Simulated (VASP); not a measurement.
Data:

```
BP
1.0
    4.53196     0.00000     0.00000
    0.00000     3.20458     0.00000
    0.00000     0.00000    24.58715
P B
6 6
Direct
  0.25000   0.00000   0.66292
  0.25000   0.00000   0.53258
  0.75000   0.50000   0.59775
  0.25000   0.00000   0.40225
  0.75000   0.50000   0.46742
  0.75000   0.50000   0.33708
  0.50000   0.50000   0.66292
  0.00000   0.00000   0.59775
  0.50000   0.50000   0.53258
  0.00000   0.00000   0.46742
  0.50000   0.50000   0.40225
  0.00000   0.00000   0.33708
```

Computed with r2SCAN meta-GGA, VASP's PBE PAW potentials (set 64) (plane waves; VASP). Run with PREC = Normal, EDIFF = 1E-5, 450 eV cut-off, 5×6×1 Γ-centred mesh, Gaussian smearing of 0.050 eV, potentials P B.

Task: The ions are relaxed. Give the cell that the relaxation ends in.

Result: 
```
BP
1.0
    4.53196     0.00000     0.00000
    0.00000     3.20458     0.00000
    0.00000     0.00000    24.58715
P B
6 6
Cartesian
  1.12063   0.00000  16.43820
  1.18439   0.00000  13.10495
  3.47310   1.60229  14.70585
  1.20713   0.00000   9.88130
  3.45037   1.60229  11.48220
  3.38660   1.60229   8.14895
  2.06024   1.60229  15.96359
  0.04523   0.00000  14.71231
  2.31330   1.60229  13.08557
  0.04732   0.00000  11.50158
  2.31121   1.60229   9.87484
  4.32622   0.00000   8.62356
```

Task: How much energy does the relaxation gain?

Result: The energy (σ→0) changes by -139.7 meV/atom, in 17 ionic steps.

The cell is a thin slab with vacuum, built from BP (zinc blende): (110) face.
